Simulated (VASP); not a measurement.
An input for Ansatz (written as the equivalent of a VASP run, and not itself run):

Ansatz 0.2 input:
```yaml
crystal:
  lattice:
    - [0.0000000, 2.8728119, 2.8728119]
    - [2.8728119, 0.0000000, 2.8728119]
    - [2.8728119, 2.8728119, 0.0000000]
  atoms:
    - { symbol: Hf, position: [0.0000000, 1.0000000, 0.0000000] }
    - { symbol: Te, position: [0.5000000, 0.5000000, 0.5000000] }
kpoints:
  mp_grid: { grid: [10, 10, 10] }
hamiltonian:
  xc: pbesol
  pseudopotentials: { kind: paw }
scf:
  occupations: { method: methfessel_paxton, width: 0.1 }
  max_iter: 100
relax:
  max_steps: 60
  f_tol: 0.01
  cell: {}
output: { forces: true, stress: true, eigenvalues: true }
```

Problem. Write the VASP files for the same calculation (PBEsol).

Solution. This is not unique; one that fits is 
### KPOINTS
```
K-points
0
gamma
  10 10 10
```

POSCAR:
```
HfTe
1.0
  0.0000000000   2.8728118846   2.8728118846
  2.8728118846   0.0000000000   2.8728118846
  2.8728118846   2.8728118846   0.0000000000
Hf Te
1 1
Direct
  0.0000000000   1.0000000000   0.0000000000
  0.5000000000   0.5000000000   0.5000000000
```

### INCAR
```
ISIF = 3
EDIFFG = -0.01   ! ionic stop
LCHARG = F
NELM = 100   ! most electronic steps
GGA = PS
IBRION = 2   ! conjugate gradients
ENCUT = 400   ! plane-wave cut-off (eV)
LASPH = T   ! aspherical one-centre terms
ALGO = Normal   ! blocked Davidson
SIGMA = 0.1   ! width (eV)
ISMEAR = 1   ! Methfessel-Paxton
PREC = Accurate
LREAL = F   ! projection in real space or not
EDIFF = 1E-6   ! SCF stop (eV)
NSW = 60   ! most ionic steps
LMAXMIX = 6   ! l cut-off of mixed one-centre charges
SYSTEM = HfTe
LWAVE = F
```

POTCAR, in this order: Hf_pv Te (PBE.64 set). Program: vasp_std.

What does not carry over: each code has its own PAW files, so the cut-off isn't converted (ENCUT is set for VASP's; basis.ecutwfc is left out, and Ansatz then takes the one that its files recommend); Ansatz stops its SCF on the density residual and VASP on the energy change (EDIFF).

The structure was generated: HfTe was put into the rock salt type (Fm-3m), which need not be its known phase. This run relaxes it. Symmetry was kept, so distortions that lower it aren't found. The start is the result of an earlier pass.
